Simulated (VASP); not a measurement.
Consider the following.

```
AgSi
1.0
    4.00696     0.00000     0.00000
   -2.00348     3.47012     0.00000
    0.00000     0.00000     2.63786
Ag Si
1 1
Direct
  0.99280   0.98559   0.00000
  0.66667   0.33333   0.50000
```

Calculation: PBEsol GGA, VASP's PBE PAW potentials (set 64) (plane waves; VASP 6.6.1). Settings: 480 eV cut-off, 10×10×12 Γ-centred mesh, first-order Methfessel-Paxton smearing of 0.10 eV, potentials Ag Si.

### Question
What does the run give for the energy per atom (σ→0), largest force, band gap (on the k-mesh) with the smallest direct gap where there is one?

### Answer

```yaml
band gap (on the k-mesh): none (metal, semimetal or under 0.01 eV)
energy per atom (σ→0): -4.188 eV/atom
largest_force: 0.215 eV/Å
```

The structure was generated: SiAg was put into the WC type (P-6m2), which need not be its known phase. This cell was strained or had an atom moved on purpose. The electron count is odd and the run is not spin-polarised, which forces a metal.
